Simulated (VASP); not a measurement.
Si2W:

```
Si W
1.0
    -1.60737    1.60737    3.90103
     1.60737   -1.60737    3.90103
     1.60737    1.60737   -3.90103
Si W
2 1
Direct
  0.33499 0.33499 0.00000
  0.66501 0.66501 0.00000
  0.00000 0.00000 0.00000
```

The cell is a database's computed one.

```yaml
Program: VASP 6.6.1
Task: relaxation of cell and atoms
Functional: LDA
Potentials_or_basis: VASP PAW LDA potentials, release 64 (Si, W_sv)
Cutoff: 600 eV
k_mesh: 18 × 18 × 18
Occupations: gaussian, width 0.1 eV
Spin: no spin polarisation
```

At the start: pressure -4.2 GPa; volume 13.44 Å³/atom.

Where does the relaxation end?

Over 10 steps the energy falls by 3.6 meV/atom and the volume is 13.19 Å³/atom (-1.9 %); space group I4/mmm (No. 139, to 0.05 Å).

The path:
```tsv
step	energy change (eV)	largest force (eV/Å)	pressure (GPa)	volume (Å³)
1	0.0000	0.0036	-4.21	40.32
2	0.0225	0.1476	8.54	38.29
3	-0.0103	0.0528	0.06	39.57
4	-0.0103	0.0537	0.15	39.56
5	-0.0106	0.0020	-0.01	39.56
6	-0.0107	0.0187	0.04	39.56
7	-0.0107	0.0014	-0.06	39.57
8	-0.0107	0.0025	-0.06	39.57
9	-0.0107	0.0028	0.05	39.56
10	-0.0107	0.0000	0.00	39.56
```

Final structure:
```
Si W
1.0
    -1.59463    1.59463    3.88981
     1.59463   -1.59463    3.88981
     1.59463    1.59463   -3.88981
Si W
2 1
Direct
  0.33467 0.33467 0.00000
  0.66533 0.66533 0.00000
  0.00000 0.00000 0.00000
```
